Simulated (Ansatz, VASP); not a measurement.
# CuS: VASP beside Ansatz

Aim: how closely do two programs agree when they are given the same cell, functional and k mesh? The cell is taken from a series of runs on this material, whose earlier steps may have relaxed, scaled, displaced or heated it; both programs get it as it stands.

Program: Ansatz 0.2.0. Level of theory: plane waves, with VASP 6.6.1 beside it; single point at PBEsol with D3(BJ). Results are calculated unless marked as measured.

### 1. Starting point

The structure is cubic, space group F-43m (No. 216). Conventional cell: a = 5.160 Å, b = 5.160 Å, c = 5.160 Å, α = 90.00°, β = 90.00°, γ = 90.00°. Nearest to Cu lie 4 S at 2.23 Å. Nearest to S lie 4 Cu at 2.23 Å. Farther neighbours and most contacts between anions are not listed.

### 2. Ansatz: single point, PBEsol with D3(BJ)

Ansatz runs on its default PAW (the set named soft_2) files.

A single point gives forces, pressure and levels at one fixed geometry, so differences don't come from the geometry; what else differs is listed under the comparison.

The input, input.yaml:

```yaml
crystal:
  lattice:
    - [0.0, 2.5800301133, 2.5800301133]
    - [2.5800301133, 0.0, 2.5800301133]
    - [2.5800301133, 2.5800301133, 0.0]
  atoms:
    - { symbol: Cu, position: [0.25, 0.25, 0.25] }
    - { symbol: S, position: [0.0, 0.0, 0.0] }
kpoints:
  mp_grid: { grid: [6, 6, 6] }
hamiltonian:
  xc: pbesol
  dispersion: d3bj
scf:
  occupations: { method: gaussian, width: 0.1 }
output:
  forces: true
  stress: true
  eigenvalues: true
```

Command:

```
> ansatz run input.yaml --threads 4 --pin off --max-ram 7168MiB --backend cpu --events-out ev --progress --plain --runs-dir out
```

Numbers of over 12 decimals in the logs are rounded to 6 here.

The log of the run:

```text
Engine: ansatz 0.2.0, aarch64-unknown-linux-gnu
Pseudopotentials: kind: paw
Pseudopotential: Cu, paw, valence charge 19, recommended cutoff 420 eV (normal), Cu.paw.azcp
Pseudopotential: S, paw, valence charge 6, recommended cutoff 420 eV (normal), S.paw.azcp
Functional definition: PBEsol
  exchange = pbesol_x
  correlation = pbesol_c
Crystal: 2 atoms, lattice volume = 34.348 Å³
Basis set: ecut = 420 eV, 645 PW (Γ), exchange–correlation on 50×50×50 points (8 copies of the dense FFT grid, shifted against one another)
Bands: 17, of which v1, the nominal top of the filled ones, is band 13 counted from 1 (12 counted from 0)
Symmetry: 24 space group operations
Space group: F-43m (ITA 216), of the structure as read, at distance tolerance 3.3e-5 Å
k-points: 16 of 216 (time reversal used)
Non-local potential: Cu, projectors of the file, l = 0: 3, l = 1: 2, l = 2: 3, l = 3: 1
Non-local potential: S, projectors of the file, l = 0: 2, l = 1: 2, l = 2: 2
PAW form: soft (Blöchl's): semilocal exchange-correlation on the pseudo side does not see the compensation charge
PAW frozen core: Cu, regenerated for the run's functional, and the local potential with it (the file was generated under x = pbe(κ = 0.804, μ = 0.219515), c = pbe(β = 0.066725))
PAW frozen core: S, regenerated for the run's functional, and the local potential with it (the file was generated under x = pbe(κ = 0.804, μ = 0.219515), c = pbe(β = 0.066725))
PAW one-centre angular grid: Cu, 590 points (default); XC on 64 Gauss nodes
PAW one-centre angular grid: S, 110 points (default); XC on 64 Gauss nodes
Initial density: superposition of atomic densities (neutral atoms: chi_scale 0, normalization atom), corrected by the library's trained network
Initial wavefunctions: pseudopotential atomic-orbital guess
Functional: x = pbesol(κ = 0.804, μ = 0.123457), c = pbesol(β = 0.046)
SCF iter   1: F=—  HF=-7474.734422 eV  |F-HF|=—  |Δ(HF+E_count)|=         —  Δρ=1.10e-2  dr2=2.65e-2  ethr=1.77e-3  ⟨swp⟩=5.2  Hψ=1368  notcnv=0
preconditioner: auto → LDOS  [insulator: Δε(μ)=0.158 eV  Ē_g=10.941 eV  σ=0.100 eV  W_gap=0.55  n_scr=14 (ndim 8)  ℏωp=26.1 eV  f_vac=0.049  D(μ)=1.67/eV (n_scr^D=14)  ε∞_Penn≈6.7  β→1.0]
SCF iter   2: F=—  HF=-7474.735880 eV  |F-HF|=—  |Δ(HF+E_count)|=   1.46e-3  Δρ=1.24e-2  dr2=2.56e-2  ethr=1.06e-4  ⟨swp⟩=2.0  Hψ=659  notcnv=0  defer=6
SCF iter   3: F=—  HF=-7474.727986 eV  |F-HF|=—  |Δ(HF+E_count)|=   7.89e-3  Δρ=3.19e-3  dr2=2.11e-3  ethr=1.02e-4  ⟨swp⟩=2.2  Hψ=505  notcnv=0  defer=6
SCF iter   4: F=—  HF=-7474.727549 eV  |F-HF|=—  |Δ(HF+E_count)|=   4.37e-4  Δρ=1.11e-3  dr2=2.58e-4  ethr=8.46e-6  ⟨swp⟩=2.4  Hψ=341  notcnv=0  defer=6
SCF iter   5: F=—  HF=-7474.727492 eV  |F-HF|=—  |Δ(HF+E_count)|=   5.66e-5  Δρ=2.16e-4  dr2=1.14e-5  ethr=1.03e-6  ⟨swp⟩=2.4  Hψ=363  notcnv=0  defer=6
SCF iter   6: F=—  HF=-7474.727488 eV  |F-HF|=—  |Δ(HF+E_count)|=   4.44e-6  Δρ=4.85e-5  dr2=5.06e-7  ethr=4.56e-8  ⟨swp⟩=2.4  Hψ=337  notcnv=0  defer=6
SCF iter   7: F=-7474.727488 eV  HF=-7474.727488 eV  |F-HF|=3.39e-8  |Δ(HF+E_count)|=   5.09e-8  Δρ=1.25e-5  dr2=3.81e-8  ethr=4.00e-10  ⟨swp⟩=4.8  Hψ=969  notcnv=0
SCF 1 converged in 7 iterations: F = -7474.727488 eV  dr2 = 3.81e-8
  greatest PAW one-centre occupation: 1.000 electrons in one spin orbital (limit 2), on the Cu atom at site 0 (counted from 0), in its partial waves of l = 0
SCF converged after 7 iterations
Free energy (F): -7474.727488 eV
Harris-Foulkes:  -7474.727488 eV  (|F-HF|=3.39e-8)
Internal energy: -7474.719063 eV  (E = F + TS)
E sigma→0 (E₀):  -7474.723275 eV
Entropy (-TS):   -0.008425 eV (-4.212 meV/atom)
Fermi energy:    8.367074 eV
--- Per-component energies (eV) ---
  E_band       = -503.095321
  E_kinetic    = 405.236590
  E_local      = -5546.275632  (includes V_loc(G=0)·N_el)
  E_nonlocal   = 418.663271
  E_hartree    = 2435.841349
  E_xc         = -184.607096
  E_vxc        = -202.093182  (∫ρ·V_xc dr)
  E_paw        = -2208.390800  (= ΣΔE_a)
  E_vpaw       = -450.326036  (= ΣTr[D̂ρ^β])
  E_aug_tail   = 0.000277  (compensation charges beyond the density's cutoff)
  E_ewald      = -2794.826446
  E_disp       = -0.628729  (pairwise vdW)
  E_core_change = 0.268151  (= ΣΔE_core)
  E_smearing   = -0.008425  (= −TS)
  E_closure    = 0.000000  (closes the sum)
  Σ components = -7474.727488   (vs F -7474.727488, Δ=0.00e0)
--- Forces (eV/Å), atoms counted from 1 ---
  atom   1  Cu     0.00000000    -0.00000000    -0.00000000
  atom   2  S      0.00000000    -0.00000000    -0.00000000
  max |Σ_I F_I| component: 1.67e-16 eV/Å
--- Stress (GPa, compression-positive) ---
       -4.950769       0.000000       0.000000
       -0.000000      -4.950769      -0.000000
        0.000000      -0.000000      -4.950769
  P = ⅓ Tr σ = -4.9508 GPa (-49.508 kbar)
--- Band table (eV; the first three rows and the last of 16) ---
  k-point 0: bands = [... 9 lower, 5.7335, 9.6843, 9.6843, 9.6843, 11.7850, 15.5133, 15.5133, 15.5133]
  k-point 1: bands = [... 9 lower, 5.7218, 8.2237, 9.3690, 9.3690, 12.8261, 15.5817, 15.9801, 15.9801]
  k-point 2: bands = [... 9 lower, 5.7525, 6.5538, 8.7987, 8.7987, 13.0399, 16.2112, 16.2112, 17.1133]
  k-point 15: bands = [... 9 lower, 5.7860, 6.0012, 6.4412, 7.1251, 13.8822, 14.9668, 18.3257, 18.4096]
```

In the SCF lines HF is the Harris–Foulkes energy and dr2 the Hartree energy of the density residual, in eV; the loop may stop once dr2 is under the threshold and the program's other checks hold. Hψ counts applications of the Hamiltonian.

The run ends at a pressure of -4.95 GPa.

### 3. VASP: single point, PBEsol with D3(BJ)

The same cell, functional, mesh and smearing now go to VASP, with its own data sets.

Lines of VASP's logs that name or quote its potential files are left out, and so is its time.

The input, INCAR:

```
SYSTEM = CuS
PREC = Accurate
ENCUT = 600
EDIFF = 1E-06
NELM = 120
ISMEAR = 0
SIGMA = 0.1
LREAL = .FALSE.
ALGO = Normal
GGA = PS
IVDW = 12
NBANDS = 14
LASPH = .TRUE.
LORBIT = 11
LWAVE = .FALSE.
LCHARG = .FALSE.
ISIF = 2
GGA_COMPAT = .FALSE.
```

The input, POSCAR:

```
CuS
1.0
    0.0000000000      2.5800301133      2.5800301133
    2.5800301133      0.0000000000      2.5800301133
    2.5800301133      2.5800301133      0.0000000000
Cu S
1 1
Direct
    0.2500000000      0.2500000000      0.2500000000
    0.0000000000      0.0000000000      0.0000000000
```

The input, KPOINTS:

```
Automatic mesh
0
Gamma
6 6 6
0 0 0
```

Potentials, in the order of the species: Cu and S (PBE family, release 64).

Command:

```
> mpirun -np 1 vasp_std
```

The log of the run:

```text
[banner, memory and clock lines left out]
running    1 mpi-ranks, on    1 nodes
 distrk:  each k-point on    1 cores,    1 groups
 distr:  one band on    1 cores,    1 groups

 POSCAR found type information on POSCAR CuS
 POSCAR found :  2 types and       2 ions
|                                                                             |
|               ----> ADVICE to this user running VASP <----                  |
|                                                                             |
|     You enforced a specific xc type in the INCAR file but a different       |
|     [... a line on the potential file left out ...]
|     I HOPE YOU KNOW WHAT YOU ARE DOING!                                     |
|                                                                             |

 LDA part: xc-table for (Slater+PW92), standard interpolation
 POSCAR, INCAR and KPOINTS ok, starting setup
 FFT: planning ... GRIDC
 FFT: planning ... GRID_SOFT
 FFT: planning ... GRID
 WAVECAR not read
 entering main loop
       N       E                     dE             d eps       ncg     rms          rms(c)
DAV:   1     0.939096366701E+02    0.93910E+02   -0.81488E+03   448   0.167E+03
DAV:   2    -0.344668406536E+01   -0.97356E+02   -0.89110E+02   466   0.280E+02
DAV:   3    -0.108589232977E+02   -0.74122E+01   -0.71794E+01   616   0.793E+01
DAV:   4    -0.110664884285E+02   -0.20757E+00   -0.20728E+00   504   0.121E+01
DAV:   5    -0.110739582954E+02   -0.74699E-02   -0.74688E-02   634   0.258E+00    0.122E+01
DAV:   6    -0.112220411693E+02   -0.14808E+00   -0.27401E+01   472   0.164E+02    0.103E+01
DAV:   7    -0.910869892750E+01    0.21133E+01   -0.69928E+00   550   0.941E+01    0.280E+00
DAV:   8    -0.913282914079E+01   -0.24130E-01   -0.55230E-01   668   0.176E+01    0.161E+00
DAV:   9    -0.910949265050E+01    0.23336E-01   -0.10738E-01   658   0.107E+01    0.372E-01
DAV:  10    -0.910991869777E+01   -0.42605E-03   -0.52747E-03   662   0.866E-01    0.273E-01
DAV:  11    -0.910995998330E+01   -0.41286E-04   -0.30950E-04   588   0.583E-01    0.143E-01
DAV:  12    -0.910990686261E+01    0.53121E-04   -0.36080E-04   574   0.649E-01    0.605E-02
DAV:  13    -0.910990056080E+01    0.63018E-05   -0.16200E-05   690   0.758E-02    0.520E-02
DAV:  14    -0.910989744351E+01    0.31173E-05   -0.15023E-06   302   0.358E-02    0.556E-02
DAV:  15    -0.910989167575E+01    0.57678E-05   -0.12769E-05   670   0.838E-02    0.797E-03
DAV:  16    -0.910989135282E+01    0.32293E-06   -0.36908E-06   538   0.290E-02
   1 F= -.97384548E+01 E0= -.97342250E+01  d E =-.845961E-02
```

Parts of OUTCAR (step 3):

```text
ion  position               nearest neighbor table
   1  0.250  0.250  0.250-   2 2.23   2 2.23   2 2.23   2 2.23
   2  0.000  0.000  0.000-   1 2.23   1 2.23   1 2.23   1 2.23

  LATTYP: Found a face centered cubic cell.
 ALAT       =     5.1600602266

 Subroutine GETGRP returns: Found 24 space group operations
 (whereof 24 operations were pure point group operations)

The static configuration has the point symmetry T_d .

 Found     16 irreducible k-points:

   k-points           NKPTS =     16   k-points in BZ     NKDIM =     16   number of bands    NBANDS=     14

   dimension x,y,z NGX =    30 NGY =   30 NGZ =   30
   dimension x,y,z NGXF=    60 NGYF=   60 NGZF=   60

   ENCUT  =  600.0 eV  44.10 Ry    6.64 a.u.   7.29  7.29  7.29*2*pi/ulx,y,z

   NELECT =      17.0000    total number of electrons

 k-points in reciprocal lattice and weights: Automatic mesh
   0.00000000  0.00000000  0.00000000       0.005
   0.16666667  0.00000000  0.00000000       0.037
   0.33333333  0.00000000  0.00000000       0.037
   0.50000000  0.00000000  0.00000000       0.019
   0.16666667  0.16666667  0.00000000       0.028
   0.33333333  0.16666667  0.00000000       0.111
   0.50000000  0.16666667  0.00000000       0.111
  -0.33333333  0.16666667  0.00000000       0.111
  -0.16666667  0.16666667  0.00000000       0.056
[...]
-0.33333333  0.33333333  0.16666667       0.111
  -0.33333333  0.50000000  0.16666667       0.056

 average (electrostatic) potential at core
       1 -66.4639       2 -87.0161

 E-fermi :   4.4732

 k-point     1 :       0.0000    0.0000    0.0000
  band No.  band energies     occupation
    ...
      2       0.2146      2.00000
      3       0.2146      2.00000
      4       0.2146      2.00000
      5       1.8302      2.00000
      6       1.8302      2.00000
      7       5.7836      0.00000
      8       5.7836      0.00000
      9       5.7836      0.00000
     10       7.9381      0.00000
     11      11.7336      0.00000
    ...

 k-point     2 :       0.1667    0.0000    0.0000
  band No.  band energies     occupation
    ...
      3       0.2751      2.00000
      4       0.2751      2.00000
      5       1.8187      2.00000
      6       1.8187      2.00000
      7       4.3267      1.96172
      8       5.4712      0.00000
      9       5.4712      0.00000
     10       8.9825      0.00000
     11      11.7766      0.00000
     12      12.2023      0.00000
    ...

 k-point     3 :       0.3333    0.0000    0.0000
  band No.  band energies     occupation
    ...
      3       0.3796      2.00000
      4       0.3796      2.00000
      5       1.8487      2.00000
      6       1.8487      2.00000
      7       2.6516      2.00000
      8       4.9055      0.00000
      9       4.9055      0.00000
     10       9.2079      0.00000
     11      12.4239      0.00000
     12      12.4239      0.00000
    ...

 Edisp (eV)   -0.62856

  Total      -0.97205    -0.97205    -0.97205     0.00000     0.00000    -0.00000
  in kB     -45.34143   -45.34143   -45.34143     0.00000     0.00000    -0.00000
  external pressure =      -45.34 kB  Pullay stress =        0.00 kB

  energy-cutoff  :      600.00
  volume of cell :       34.35
      direct lattice vectors                 reciprocal lattice vectors
     0.000000000  2.580030113  2.580030113    -0.193796188  0.193796188  0.193796188
     2.580030113  0.000000000  2.580030113     0.193796188 -0.193796188  0.193796188
     2.580030113  2.580030113  0.000000000     0.193796188  0.193796188 -0.193796188

 POSITION                                       TOTAL-FORCE (eV/Angst)
 -----------------------------------------------------------------------------------
      1.29002      1.29002      1.29002        -0.000000      0.000000      0.000000
      0.00000      0.00000      0.00000         0.000000     -0.000000     -0.000000
 -----------------------------------------------------------------------------------
    total drift:                                0.000000      0.000000      0.000000

  FREE ENERGIE OF THE ION-ELECTRON SYSTEM (eV)
  ---------------------------------------------------
  free  energy   TOTEN  =        -9.7384548127 eV

  energy  without entropy=       -9.7299952007  energy(sigma->0) =       -9.73422501

 total charge
# of ion       s       p       d       tot
------------------------------------------
    1        0.444   0.457   9.131  10.033
    2        1.326   2.332   0.000   3.658
--------------------------------------------------
tot          1.770   2.790   9.131  13.691

[... 3 further parts left out ...]
```

This run has no spin polarisation, so a moment on Cu, if there is one, isn't seen. Its electron count is odd, so without a moment it is a metal by construction.

### 4. Differences

Known differences besides the potentials themselves: the data sets hold 25 valence electrons in Ansatz (on its default PAW (the set named soft_2) files) and 17 in VASP; the cutoff is 420 eV in Ansatz and 600 eV in VASP; Ansatz makes its cores anew for this functional, VASP keeps those of its PBE data sets. Total energies have different zeros and are not compared.

Both answers:

| quantity | Ansatz | VASP | difference |
| --- | --- | --- | --- |
| pressure (GPa) | -4.95 | -4.53 | -0.42 |

### 5. Outcome

```yaml
difference_in_pressure_single_point_pbesol_with_d3_bj: -0.42 GPa
```

In words: The difference in pressure is -0.42 GPa (single point, PBEsol with D3(BJ)), within the 1 GPa picked in this series as the mark of a large difference. The data sets hold unlike numbers of valence electrons (25 in Ansatz and 17 in VASP), so part of the differences comes from the potentials. Such differences can come from data sets, numerical settings and the points named under the comparisons, not from the functional's error against experiment.

[Lines on the potential files, build, host, timing and source positions are cut from VASP's logs without a mark.]

[Logs are printed without paths, hosts, clocks, repeated set-up lines and the standing remarks that a program may print on its own settings, such as how far it seeks lower states.]

[Hosts, paths, dates, database ids (printed as entryN), source tags and the programs' standing remarks are cut or masked in the printed files.]
